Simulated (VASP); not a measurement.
# Ga3BSb2 (P3m1) in VASP: density of states with PBE

Aim: the density of states of Ga3BSb2 with PBE.

All numbers are computed with VASP 6.6.1; they aren't measurements. Logs are shortened: lines on timing, memory, paths and dates and some standing lists are left out, and cuts for length are marked.

### Step 1. The structure

The structure is trigonal, space group P3m1 (No. 156). The conventional cell has a = 3.756 Å, b = 3.756 Å, c = 10.774 Å, α = 90.00°, β = 90.00°, γ = 120.00°. Around Ga (site symmetry 3m) lie 3 Ga at 2.83 Å and 3 Sb at 2.93 Å. Ga (site symmetry 3m) has 3 Ga at 2.83 Å and 3 Sb at 3.20 Å as nearest neighbours. Ga (site symmetry 3m) has 1 B at 2.09 Å as nearest neighbours. B (site symmetry 3m) has 1 Ga at 2.09 Å and 3 Sb at 2.31 Å as nearest neighbours. Sb (site symmetry 3m) is surrounded by 3 B at 2.31 Å. Around Sb (site symmetry 3m) lie 6 Ga at 2.79 to 2.93 Å.

The cell was built by a generator and needn't be a form met in nature.

### Step 2. Density of states, PBE

Input file POSCAR:

```
Ga3BSb2
1.0
    3.7559940000      0.0000000000      0.0000000000
   -1.8779970000      3.2527870000      0.0000000000
    0.0000000000      0.0000000000     10.7742600000
Ga B Sb
3 1 2
Direct
    0.0000000000      0.0000000000      0.6636580000
    0.6666670000      0.3333330000      0.8330700000
    0.0000000000      0.0000000000      0.3178210000
    0.0000000000      0.0000000000      0.1239170000
    0.3333330000      0.6666670000      0.0508980000
    0.3333330000      0.6666670000      0.4806130000
```

Input file INCAR.step1:

```
SYSTEM = Ga3BSb2
  PREC = Accurate
  ENCUT = 520
  EDIFF = 1E-6
  ISMEAR = 0
  SIGMA = 0.1
  LREAL = .False.
  LASPH = .True.
  NELM = 60
  ALGO = Fast
  ISIF = 2
  LWAVE = .False.
  LCHARG = .True.
  GGA = PE
  KPAR = 4
```

Input file KPOINTS.step1:

```
regular mesh
0
Gamma
  10 10 4
  0 0 0
```

Input file INCAR.step2:

```
SYSTEM = Ga3BSb2
  PREC = Accurate
  ENCUT = 520
  EDIFF = 1E-6
  ISMEAR = -5
  SIGMA = 0.1
  LREAL = .False.
  LASPH = .True.
  NELM = 60
  ALGO = Fast
  ISIF = 2
  LWAVE = .False.
  LCHARG = .False.
  GGA = PE
  LORBIT = 10
  KPAR = 4
  NEDOS = 2001
  ICHARG = 11
```

Input file KPOINTS.step2:

```
regular mesh
0
Gamma
  15 15 6
  0 0 0
```

Potentials or basis: VASP PAW PBE potentials, release 64 (Ga_d, B, Sb).

Launch:

```
$ cat potpaw_PBE.64/Ga_d/POTCAR potpaw_PBE.64/B/POTCAR potpaw_PBE.64/Sb/POTCAR > POTCAR
$ cp INCAR.step1 INCAR
$ cp KPOINTS.step1 KPOINTS
$ mpirun -np 4 vasp_std > vasp.out
$ cp INCAR.step2 INCAR
$ cp KPOINTS.step2 KPOINTS
$ mpirun -np 4 vasp_std > vasp.out
```

OUTCAR:

```text
SYSTEM = Ga3BSb2
   PREC = Accurate
   ENCUT = 520
   EDIFF = 1E-6
   ISMEAR = -5
   LREAL = .False.
   LASPH = .True.
   NELM = 60
   ISIF = 2
   GGA = PE
   LORBIT = 10
   ICHARG = 11

 ion  position               nearest neighbor table
   1  0.000  0.000  0.664-   2 2.83   2 2.83   2 2.83   6 2.93   6 2.93   6 2.93
   2  0.667  0.333  0.833-   1 2.83   1 2.83   1 2.83   5 3.20   5 3.20   5 3.20
   3  0.000  0.000  0.318-   4 2.09   6 2.79   6 2.79   6 2.79
   4  0.000  0.000  0.124-   3 2.09   5 2.31   5 2.31   5 2.31
   5  0.333  0.667  0.051-   4 2.31   4 2.31   4 2.31   2 3.20   2 3.20   2 3.20
   6  0.333  0.667  0.481-   3 2.79   3 2.79   3 2.79   1 2.93   1 2.93   1 2.93

  LATTYP: Found a hexagonal cell.
 ALAT       =     3.7559940000
 C/A-ratio  =     2.8685509082

  Lattice vectors:

 A1 = (   3.7559940000,   0.0000000000,   0.0000000000)
 A2 = (  -1.8779970000,   3.2527870000,   0.0000000000)
 A3 = (   0.0000000000,   0.0000000000,  10.7742600000)

Analysis of symmetry for initial positions (statically):
=====================================================================
 Subroutine PRICEL returns:
 Original cell was already a primitive cell.

 Routine SETGRP: Setting up the symmetry group for a
 hexagonal supercell.

 Subroutine GETGRP returns: Found  6 space group operations
 (whereof  6 operations were pure point group operations)
 out of a pool of 24 trial point group operations.

The static configuration has the point symmetry C_3v.

Analysis of symmetry for dynamics (positions and initial velocities):
=====================================================================
 Subroutine PRICEL returns:
 Original cell was already a primitive cell.

 Routine SETGRP: Setting up the symmetry group for a
 hexagonal supercell.

 Subroutine GETGRP returns: Found  6 space group operations
 (whereof  6 operations were pure point group operations)
 out of a pool of 24 trial point group operations.

The dynamic configuration has the point symmetry C_3v.

 Subroutine INISYM returns: Found  6 space group operations
 (whereof  6 operations are pure point group operations),
 and found     1 'primitive' translations

----------------------------------------------------------------------------------------

                                     Primitive cell

  volume of cell :     131.6340

  direct lattice vectors                    reciprocal lattice vectors
     3.755994000  0.000000000  0.000000000     0.266241107  0.153714338  0.000000000
    -1.877997000  3.252787000  0.000000000     0.000000000  0.307428676  0.000000000
     0.000000000  0.000000000 10.774260000     0.000000000  0.000000000  0.092813799

  length of vectors
     3.755994000  3.755994675 10.774260000     0.307428731  0.307428676  0.092813799

  position of ions in fractional coordinates (direct lattice)
     0.000000000  0.000000000  0.663658000
     0.666667000  0.333333000  0.833070000
     0.000000000  0.000000000  0.317821000
     0.000000000  0.000000000  0.123917000
     0.333333000  0.666667000  0.050898000
     0.333333000  0.666667000  0.480613000

  ion indices of the primitive-cell ions
   primitive index   ion index
                 1           1
                 2           2
                 3           3
                 4           4
                 5           5
                 6           6

----------------------------------------------------------------------------------------

 KPOINTS: regular mesh

Automatic generation of k-mesh.
 Grid dimensions read from file:
 generate k-points for:   15   15    6

 Generating k-lattice:

  Cartesian coordinates                     Fractional coordinates (reciprocal lattice)
     0.017749407  0.010247623  0.000000000     0.066666667  0.000000000  0.000000000
     0.000000000  0.020495245  0.000000000     0.000000000  0.066666667  0.000000000
     0.000000000  0.000000000  0.015468966     0.000000000  0.000000000  0.166666667

  Length of vectors
     0.020495249  0.020495245  0.015468966

  Shift w.r.t. Gamma in fractional coordinates (k-lattice)
     0.000000000  0.000000000  0.000000000

 TETIRR: Found   1946 inequivalent tetrahedra from     8100

 Subroutine IBZKPT returns following result:
 ===========================================

 Found    146 irreducible k-points:

 Following reciprocal coordinates:
            Coordinates               Weight
  0.000000  0.000000  0.000000      1.000000
  0.066667  0.000000  0.000000      6.000000
  0.133333  0.000000  0.000000      6.000000
  0.200000  0.000000  0.000000      6.000000
  0.266667  0.000000  0.000000      6.000000
  0.333333  0.000000  0.000000      6.000000
[... 16 lines left out ...]
  0.333333  0.200000  0.000000     12.000000
  0.400000  0.200000  0.000000      6.000000
 [... further k-points ...]
   k-points           NKPTS =    146   k-points in BZ     NKDIM =    146   number of bands    NBANDS=     31
   number of dos      NEDOS =   2001   number of ions     NIONS =      6
   total plane-waves  NPLWV =  62720
   dimension x,y,z NGX =    28 NGY =   28 NGZ =   80
   dimension x,y,z NGXF=    56 NGYF=   56 NGZF=  160
   ions per type =               3   1   2
   NGX,Y,Z   is equivalent  to a cutoff of  12.39, 12.39, 12.34 a.u.
   NGXF,Y,Z  is equivalent  to a cutoff of  24.79, 24.79, 24.69 a.u.
 SYSTEM =  Ga3BSb2
   PREC   = accura    normal or accurate (medium, high low for compatibility)
   ISTART =      0    job   : 0-new  1-cont  2-samecut
   ICHARG =     11    charge: 1-file 2-atom 10-const
   ISPIN  =      1    spin polarized calculation?
   LNONCOLLINEAR =      F non collinear calculations
   LSORBIT =      F    spin-orbit coupling
   LASPH  =      T    aspherical Exc in radial PAW
   ENCUT  =  520.0 eV  38.22 Ry    6.18 a.u.   6.98  6.98 20.03*2*pi/ulx,y,z
   NELM   =     60;   NELMIN=  2; NELMDL=  0     # of ELM steps
   EDIFF  = 0.1E-05   stopping-criterion for ELM
   LREAL  =      F    real-space projection
   EDIFFG = 0.1E-04   stopping-criterion for IOM
   NSW    =      0    number of steps for IOM
   IBRION =     -1    ionic relax: 0-MD 1-quasi-New 2-CG
   NFREE  =      0    steps in history (QN), initial steepest desc. (CG)
   ISIF   =      2    stress and relaxation
   ISYM   =      2    0-nonsym 1-usesym 2-fastsym
   POTIM  = 0.5000    time-step for ionic-motion
   TEBEG  =    0.0;   TEEND  =   0.0 temperature during run
   PSTRESS=    0.0 pullay stress
   NELECT =      52.0000    total number of electrons
   NUPDOWN=      -1.0000    fix difference up-down
   EMIN   =  10.00;   EMAX   =-10.00  energy-range for DOS
   EFERMI =   0.00;   METHOD = LEGACY
   ISMEAR =    -5;   SIGMA  =   0.10  broadening in eV -4-tet -1-fermi 0-gaus
   EFERMI_NEDOS =   21; number of points for ismear=-14 and -15
   IALGO  =     68    algorithm
   IMIX   =      4    mixing-type and parameters
     AMIX     =   0.40;   BMIX     =  1.00
     AMIX_MAG =   1.60;   BMIX_MAG =  1.00
  volume/ion in A,a.u.               =      21.94       148.05
  Fermi-wavevector in a.u.,A,eV,Ry     =   1.201213  2.269963 19.632013  1.442912
  Thomas-Fermi vector in A             =   2.337028
   LORBIT       =     10    0 simple, 1 ext, 2 COOP (PROOUT), +10 PAW based schemes
   GGA     = PE    functional components
   LHFCALC =     F    Hartree Fock is set to
   AEXX    =    0.0000 exact exchange contribution
   IVDW    =     0    specifies the selected vdW correction
   LEPSILON=     F    determine dielectric tensor
   LRPA    =     F    only Hartree local field effects (RPA)
 non-spin polarized calculation
 RMM-DIIS sequential band-by-band and
 Fermi weights with tetrahedron method with Bloechl corrections
  energy-cutoff  :      520.00
  volume of cell :      131.63
 maximum number of plane-waves:      3570

 number of electron      51.9999989 magnetization

 Free energy of the ion-electron system (eV)
  ---------------------------------------------------
  ext. energy  EPLUGINS =         0.00000000
  ---------------------------------------------------
  free energy    TOTEN  =       -22.14167734 eV

  energy without entropy =      -22.14167734  energy(sigma->0) =      -22.14167734

 E-fermi :   5.6357     XC(G=0): -10.0418

 val. band max:        5.7106215535   @ k =   0.0667   0.0667   0.5000
 cond. band min:       5.5965086629   @ k =   0.3333   0.3333   0.1667
 fundamental gap:     -0.1141128906
 Fermi energy:         5.6357004009

 k-point     1 :       0.0000    0.0000    0.0000
  band No.  band energies     occupation
      1      -9.3133      2.00000
      2      -9.3133      2.00000
      3      -9.2514      2.00000
      4      -9.2434      2.00000
      5      -9.2434      2.00000
      6      -9.1947      2.00000
[... 23 lines left out ...]
     30       9.7351      0.00000
     31       9.7373      0.00000

 k-point     2 :       0.0667    0.0000    0.0000
  band No.  band energies     occupation
      1      -9.3130      2.00000
      2      -9.3126      2.00000
      3      -9.2494      2.00000
      4      -9.2436      2.00000
      5      -9.2412      2.00000
      6      -9.1955      2.00000
[... 23 lines left out ...]
     30       9.2512      0.00000
     31       9.7307      0.00000

 k-point     3 :       0.1333    0.0000    0.0000
  band No.  band energies     occupation
      1      -9.3119      2.00000
      2      -9.3106      2.00000
      3      -9.2490      2.00000
      4      -9.2389      2.00000
      5      -9.2348      2.00000
      6      -9.1980      2.00000
[... 23 lines left out ...]
     30       9.1872      0.00000
     31       9.8933      0.00000

 k-point     4 :       0.2000    0.0000    0.0000
  band No.  band energies     occupation
      1      -9.3089      2.00000
      2      -9.3079      2.00000
      3      -9.2526      2.00000
      4      -9.2276      2.00000
      5      -9.2250      2.00000
      6      -9.2020      2.00000
[... 23 lines left out ...]
     30       8.9735      0.00000
     31       9.1713      0.00000

 k-point     5 :       0.2667    0.0000    0.0000
  band No.  band energies     occupation
      1      -9.3050      2.00000
      2      -9.3034      2.00000
      3      -9.2569      2.00000
      4      -9.2137      2.00000
      5      -9.2129      2.00000
      6      -9.2069      2.00000
[... 23 lines left out ...]
     30       8.2321      0.00000
     31       8.7607      0.00000
[... 542 lines left out ...]
     30       8.6244      0.00000
     31       8.7051      0.00000

 k-point    22 :       0.2667    0.2000    0.0000
  band No.  band energies     occupation
      1      -9.3112      2.00000
      2      -9.2735      2.00000
      3      -9.2433      2.00000
      4      -9.2187      2.00000
      5      -9.2076      2.00000
      6      -9.1891      2.00000
[... 23 lines left out ...]
     30       8.2072      0.00000
     31       9.0623      0.00000

 k-point    23 :       0.3333    0.2000    0.0000
  band No.  band energies     occupation
      1      -9.3128      2.00000
      2      -9.2612      2.00000
      3      -9.2407      2.00000
      4      -9.2122      2.00000
      5      -9.2083      2.00000
      6      -9.1978      2.00000
[... 23 lines left out ...]
     30       7.9235      0.00000
     31       9.4377      0.00000

 k-point    24 :       0.4000    0.2000    0.0000
  band No.  band energies     occupation
      1      -9.3134      2.00000
      2      -9.2568      2.00000
      3      -9.2352      2.00000
      4      -9.2189      2.00000
      5      -9.2073      2.00000
      6      -9.1956      2.00000
[... 23 lines left out ...]
     30       7.8330      0.00000
     31       9.5245      0.00000

 [... further k-points ...]
[... 5 lines left out ...]
  --------------------------------------------------------------------------------------
  -------------------------------------------------------------------------------------
  Total        0.1351409      0.1351410     -0.2572520     -0.0000000      0.0000000     -0.0000000
  in kB        1.6448618      1.6448626     -3.1311322     -0.0000000      0.0000000     -0.0000000
  external PRESSURE =       0.0528640 kB  Pullay stress =       0.0000000 kB

 VOLUME and BASIS-vectors are now :
 -----------------------------------------------------------------------------
  energy-cutoff  :      520.00
  volume of cell :      131.63
      direct lattice vectors                 reciprocal lattice vectors
     3.755994000  0.000000000  0.000000000     0.266241107  0.153714338  0.000000000
    -1.877997000  3.252787000  0.000000000     0.000000000  0.307428676  0.000000000
     0.000000000  0.000000000 10.774260000     0.000000000  0.000000000  0.092813799

 POSITION                                       TOTAL-FORCE (eV/Angst)
 -----------------------------------------------------------------------------------
      0.00000      0.00000      7.15042        -0.000000      0.000000     -0.010411
      1.87800      1.08426      8.97571         0.000000      0.000000     -0.027128
      0.00000      0.00000      3.42429        -0.000000      0.000000      0.033067
      0.00000      0.00000      1.33511        -0.000000      0.000000      0.023461
     -0.00000      2.16853      0.54839         0.000000     -0.000000     -0.026210
     -0.00000      2.16853      5.17825        -0.000000     -0.000000      0.007221
 -----------------------------------------------------------------------------------
    total drift:                               -0.000309      0.000197      0.002910

  FREE ENERGIE OF THE ION-ELECTRON SYSTEM (eV)
  ---------------------------------------------------
  free  energy   TOTEN  =       -22.1416773393 eV

  energy  without entropy=      -22.1416773393  energy(sigma->0) =      -22.14167734

 total charge

# of ion       s       p       d       tot
------------------------------------------
    1        1.039   0.531   9.947  11.517
    2        1.080   0.443   9.938  11.461
    3        0.991   0.662   9.965  11.618
    4        0.683   1.041   0.000   1.724
    5        1.118   1.270   0.058   2.446
    6        1.177   1.219   0.040   2.435
--------------------------------------------------
tot          6.088   5.166  29.948  41.202
```

Wall time 3.5 min (4 MPI ranks of Intel Xeon Platinum 8259CL at 2.50GHz (Skylake/Cascade Lake), shared host); peak memory 0.63 GiB.

Results:

```yaml
Valence_electrons_inside_the_program's_atomic_spheres: Ga 11.52, 11.46, 11.62; B 1.72; Sb 2.45, 2.44
```

Levels at points of the mesh, in eV from the Fermi level:
| k point | band 24 | band 25 | band 26 | band 27 | band 28 | band 29 |
| --- | --- | --- | --- | --- | --- | --- |
| (0.00, 0.00, 0.00) | 0.31 | 1.54 | 1.54 | 2.33 | 3.32 | 3.32 |
| (0.00, 0.00, 0.50) | 1.54 | 1.54 | 2.23 | 2.67 | 3.29 | 3.29 |

States per cell in windows of 1 eV (zero at the Fermi level; states under -8 eV left out):
```
from (eV)  total  Sb6_p  Sb5_p  B4_p  Ga2_p  Ga3_p  Ga1_p
     -8.0   1.54   0.02   0.08  0.02   0.01   0.01   0.01
     -7.0   1.97   0.07   0.05  0.04   0.02   0.03   0.02
     -6.0   1.35   0.07   0.08  0.05   0.01   0.02   0.02
     -5.0   2.17   0.11   0.13  0.08   0.02   0.04   0.04
     -4.0   2.12   0.13   0.20  0.16   0.05   0.09   0.05
     -3.0   3.24   0.27   0.32  0.29   0.08   0.16   0.11
     -2.0   2.66   0.24   0.26  0.20   0.09   0.12   0.10
     -1.0   2.54   0.28   0.13  0.14   0.14   0.15   0.15
      0.0   2.15   0.17   0.06  0.08   0.19   0.13   0.17
      1.0   2.35   0.11   0.07  0.09   0.23   0.15   0.21
      2.0   3.01   0.12   0.10  0.14   0.28   0.17   0.18
      3.0   2.38   0.12   0.13  0.14   0.16   0.14   0.12
      4.0   0.14   0.01   0.01  0.01   0.01   0.01   0.02
```

Caveat: tetrahedron occupations give inexact forces and stress in metals. The run has no spin-orbit coupling, so splittings on Sb are missing.
